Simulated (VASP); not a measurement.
An input for Quantum ESPRESSO's pw.x (written as the equivalent of a VASP run, and not itself run):

```
&CONTROL
  calculation = 'scf'
  pseudo_dir = './pseudo'
  outdir = './out'
  tprnfor = .true.
  tstress = .true.
/
&SYSTEM
  ibrav = 0
  nat = 2
  ntyp = 2
  ecutwfc = 92
  occupations = 'smearing'
  smearing = 'gaussian'
  degauss = 0.003675
  input_dft = 'pw91'
/
&ELECTRONS
  conv_thr = 7.3e-09
  electron_maxstep = 100
/
ATOMIC_SPECIES
  Cu 63.546 Cu.upf
  I 126.904 I.upf
CELL_PARAMETERS angstrom
     0.0000000    3.0995370    3.0995370
     3.0995370    0.0000000    3.0995370
     3.0995370    3.0995370    0.0000000
ATOMIC_POSITIONS crystal
  Cu   0.0000000  0.0000000  1.0000000
  I    0.2500000  0.2500000  0.2500000
K_POINTS automatic
  8 8 8 0 0 0
```

**Question.** Write the VASP files for the same calculation (PW91).

**Answer.** This is not unique; one that fits is 
POSCAR:
```
CuI
1
    0.0000000000     3.0995370124     3.0995370124
    3.0995370124     0.0000000000     3.0995370124
    3.0995370124     3.0995370124     0.0000000000
Cu I
1 1
Direct
  0.0000000000   0.0000000000   1.0000000000
  0.2500000000   0.2500000000   0.2500000000
```

File KPOINTS:
```
Automatic mesh
0
Gamma
8 8 8
0 0 0
```

INCAR:
```
! general
SYSTEM   =  CuI
PREC     =  Accurate
ENCUT    =  520
LREAL    =  .FALSE.
LASPH    =  .TRUE.

! electronic loop
EDIFF    =  1E-7
NELM     =  100
ALGO     =  Normal
LMAXMIX  =  4

! smearing
ISMEAR   =  0
SIGMA    =  0.05

! functional
GGA      =  91

! ions
ISIF     =  2

! output
LWAVE    =  .FALSE.
LCHARG   =  .FALSE.
```

POTCAR, in this order: Cu I (PBE.64 set). Program: vasp_std.

What does not carry over: the potentials are each code's own (VASP's PAW set, PseudoDojo norm-conserving files in pw.x), so ENCUT and ecutwfc are chosen apart and not converted; conv_thr bounds pw.x's estimated SCF error, while EDIFF bounds the energy change between steps.

The compound is CuI in the zinc blende structure. This cell is one point of a volume scan, at 1.06 of the reference volume.
